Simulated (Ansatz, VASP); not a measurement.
PtPbS3: VASP beside Ansatz

File INCAR:

```
SYSTEM = PtPbS3
PREC = Accurate
ENCUT = 600
EDIFF = 1E-6
ISMEAR = 0
SIGMA = 0.1
LREAL = .False.
LASPH = .True.
NELM = 100
ALGO = Normal
ISIF = 3
LWAVE = .False.
LCHARG = .False.
GGA = PE
IBRION = 2
NSW = 90
EDIFFG = -0.04
```

Contents of KPOINTS:

```
Automatic mesh
0
Gamma
  4 4 4
  0 0 0
```

POSCAR

```
PtPbS3
1.0
    4.6841072600      0.0000000000      0.0000000000
    0.0000000000      4.6841072600      0.0000000000
    0.0000000000      0.0000000000      4.6841072600
Pt Pb S
1 1 3
Direct
    0.0000000000      0.0000000000      0.0000000000
    0.5000000000      0.5000000000      0.5000000000
    0.5000000000      0.0000000000      0.0000000000
    0.0000000000      0.5000000000      0.0000000000
    0.0000000000      0.0000000000      0.5000000000
```

Input for Ansatz:

```yaml
crystal:
  lattice:
    - [4.68410726, 0.0, 0.0]
    - [0.0, 4.68410726, 0.0]
    - [0.0, 0.0, 4.68410726]
  atoms:
    - { symbol: Pt, position: [0.0, 0.0, 0.0] }
    - { symbol: Pb, position: [0.5, 0.5, 0.5] }
    - { symbol: S, position: [0.5, 0.0, 0.0] }
    - { symbol: S, position: [0.0, 0.5, 0.0] }
    - { symbol: S, position: [0.0, 0.0, 0.5] }
basis:
  ecutwfc: 420
kpoints:
  mp_grid: { grid: [4, 4, 4] }
hamiltonian:
  xc: pbe
scf:
  occupations: { method: gaussian, width: 0.1 }
  lower_state_search: "off"
output:
  forces: true
  stress: true
  eigenvalues: true
relax:
  adjacent_minimum: "off"
  f_tol: 0.04
  max_steps: 70
  cell: { stress_tol: 0.4 }
```

Alike in both runs: task relaxation of cell and atoms; functional PBE; k mesh 4 × 4 × 4; occupations gaussian, width 0.1 eV; no spin polarisation.

|  | VASP | Ansatz |
| --- | --- | --- |
| version | VASP 6.6.1 | Ansatz 0.2.0 |
| potentials or method | VASP PAW PBE potentials, release 64 (Pt, Pb_d, S) | scalar-relativistic, plane waves, PAW |
| plane-wave cutoff (eV) | 600 | 420 |
| valence electrons in the cell | 42 | 50 |

|  | VASP | Ansatz | Ansatz less VASP |
| --- | --- | --- | --- |
| gap on the k mesh at the Fermi level, each at its own relaxed structure (eV) | none | none | - |
| relaxed volume (Å³/atom) | 21.88 | 21.92 | +0.041 |
| relaxed cell length with the largest relative difference (Å) | 4.783 | 4.786 | +0.0030 |
| energy change over the relaxation (meV/atom) | -23 | -24 | -1.1 |

A gap of «none» marks a metal or a gap that the smearing closes. The two sets of potentials don't hold the same shells in valence.

The runs have no spin-orbit coupling, so splittings on Pb, Pt are missing.
